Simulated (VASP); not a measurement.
```yaml
crystal:
  lattice:
    - [-2.88834, 2.88834, 1.56603]
    - [2.88834, -2.88834, 1.56603]
    - [2.88834, 2.88834, -1.56603]
  atoms:
    - { symbol: Sn, position: [0.75000, 0.25000, 0.50000] }
    - { symbol: Sn, position: [0.00000, 0.00000, 0.00000] }
```

The numbers are results of LDA (Ceperley-Alder, Perdew-Zunger), VASP's LDA PAW potentials (set 64) (plane waves; VASP 6.6.1), not measurements. Run with 400 eV cut-off, Gaussian smearing of 0.050 eV, potentials Sn_d.

**Question.** Give the energies of bands 11 to 17 at the high-symmetry points, in eV from the Fermi level.

**Answer.** 
| band | Γ | X | M | Z | P | N |
|---|---|---|---|---|---|---|
| 11 | -11.43 | -9.12 | -7.71 | -6.57 | -6.04 | -7.01 |
| 12 | -3.66 | -9.12 | -7.71 | -5.67 | -6.04 | -5.52 |
| 13 | -2.08 | 0.58 | -4.99 | -3.17 | -3.68 | -2.33 |
| 14 | -2.08 | 0.58 | -4.99 | -3.02 | -3.68 | -1.80 |
| 15 | 3.01 | 1.61 | 5.25 | -3.02 | 3.66 | -1.18 |
| 16 | 6.32 | 1.61 | 5.25 | 3.21 | 3.66 | 2.29 |
| 17 | 6.32 | 6.21 | 9.58 | 5.71 | 4.07 | 2.91 |

It has no gap at this level: it comes out as a metal or semimetal.

The structure comes from a computed database's Sn entry (I4_1/amd); how it stands against other phases isn't given here. It was relaxed first, which changed the volume by -6 %.
